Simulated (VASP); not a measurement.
A VASP calculation is set up with these files.

### POSCAR
```
MgS
1.0
  0.0000000000   2.3507830224   2.3507830224
  2.3507830224   0.0000000000   2.3507830224
  2.3507830224   2.3507830224   0.0000000000
Mg S
1 1
Cartesian
  2.3507830224   2.3507830224   4.7015660448
  2.3507830224   2.3507830224   2.3507830224
```

**KPOINTS**
```
Automatic mesh
0
Gamma
10 10 10
0 0 0
```

### INCAR
```
SYSTEM = MgS
PREC = Accurate; ENCUT = 500; LREAL = .FALSE.
LASPH = .TRUE.
EDIFF = 1E-6; NELM = 100; ALGO = Normal
ISMEAR = 0; SIGMA = 0.05
GGA = PE
IBRION = 2; NSW = 40; ISIF = 3
EDIFFG = -0.02; PSTRESS = 450
LWAVE = .FALSE.; LCHARG = .FALSE.
```

POTCAR, in this order: Mg S (PBE.64 set). Program: vasp_std.

**Question.** Translate this PBE calculation to Quantum ESPRESSO's pw.x.

**Answer.** One equivalent input (not run):
```
&CONTROL
  calculation = 'vc-relax'
  pseudo_dir = './pseudo'
  outdir = './out'
  tprnfor = .true.
  tstress = .true.
  nstep = 40
  forc_conv_thr = 0.00078
/
&SYSTEM
  ibrav = 0
  nat = 2
  ntyp = 2
  ecutwfc = 84
  occupations = 'smearing'
  smearing = 'gaussian'
  degauss = 0.003675
  input_dft = 'pbe'
/
&ELECTRONS
  conv_thr = 7.3e-08
  electron_maxstep = 100
/
&IONS
/
&CELL
  press = 450
/
ATOMIC_SPECIES
  Mg 24.305 Mg.upf
  S 32.060 S.upf
CELL_PARAMETERS angstrom
    -0.0000000    2.3507830    2.3507830
     2.3507830    0.0000000    2.3507830
     2.3507830    2.3507830    0.0000000
ATOMIC_POSITIONS crystal
  Mg   1.0000000  1.0000000  0.0000000
  S    0.5000000  0.5000000  0.5000000
K_POINTS automatic
  10 10 10 0 0 0
```
Limits of the translation: the potentials are each code's own (VASP's PAW set, PseudoDojo norm-conserving files in pw.x), so ENCUT and ecutwfc are chosen apart and not converted; conv_thr bounds pw.x's estimated SCF error, while EDIFF bounds the energy change between steps; forc_conv_thr acts on force components and is met together with etot_conv_thr.

The compound is MgS in the rock salt structure. It was relaxed first under an external pressure of 45 GPa.
